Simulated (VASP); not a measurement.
Data:

```
MoS2
1.0
    1.58148     0.91307     6.43867
   -1.58148     0.91307     6.43867
    0.00000    -1.82614     6.43867
Mo S
1 2
Direct
  0.99978   0.99978   0.99978
  0.41294   0.41294   0.41294
  0.25330   0.25330   0.25330
```

All values below come from PBE GGA, VASP's PBE PAW potentials (set 64) (plane waves; VASP 6.6.1). Numerical set-up: 240 eV cut-off, 2×2×2 Γ-centred mesh, Gaussian smearing of 0.50 eV, potentials Mo_sv S.

At this cut-off the stress carries a Pulay error, which pulls relaxed volumes low.  Energy and stress use the plane-wave basis of the starting cell.

Task: The ions, cell shape and volume are relaxed. What does this cell relax into?

Result: 
```
MoS2
1.0
    1.56561     0.90390     6.38146
   -1.56561     0.90390     6.38146
    0.00000    -1.80781     6.38146
Mo S
1 2
Direct
  0.99979   0.99979   0.99979
  0.41668   0.41668   0.41668
  0.24956   0.24956   0.24956
```
Space group R3m (160), at a tolerance of 0.03 Å.

Task: How do energy and volume change from the first to the last step?

Result: The energy (σ→0) changes by -22.8 meV/atom and the volume by -2.9 %, in 15 ionic steps.

| step | E(σ→0) (eV) | max force (eV/Å) | pressure (GPa) | volume (Å³) |
|---|---|---|---|---|
| 1 | -20.8705 | 0.953 | 1.35 | 55.78 |
| 2 | -20.8648 | 0.680 | -7.26 | 57.03 |
| 3 | -20.9116 | 0.147 | -2.86 | 56.36 |
| 4 | -20.9214 | 0.158 | 1.85 | 54.34 |
| 5 | -20.9269 | 0.152 | -0.11 | 55.16 |
| 6 | -20.9323 | 0.185 | 0.28 | 54.85 |
| 7 | -20.9352 | 0.243 | 1.04 | 54.28 |
| 8 | -20.9375 | 0.093 | -0.02 | 54.37 |
| 9 | -20.9376 | 0.046 | -0.34 | 54.41 |
| 10 | -20.9383 | 0.026 | -0.21 | 54.32 |
| 11 | -20.9389 | 0.002 | -0.05 | 54.21 |
| 12 | -20.9389 | 0.003 | -0.06 | 54.21 |
| 13 | -20.9389 | 0.004 | -0.08 | 54.20 |
| 14 | -20.9389 | 0.007 | 0.07 | 54.17 |
| 15 | -20.9389 | 0.001 | 0.02 | 54.18 |

The structure comes from a computed database's MoS2 entry; how it stands against other phases isn't given here. This run relaxes it. Symmetry was kept, so distortions that lower it aren't found. The k-mesh is coarse (spacing up to 1.17 per Å, 2π included), so the numbers may not be converged in it. The run is one of a series of settings (EDIFFG = -0.01, ENCUT = 240, IBRION = 2, ISIF = 3, NSW = 50, SIGMA = 0.5, KPOINTS 2×2×2 Γ-centred mesh against the base run), some of them coarse on purpose.
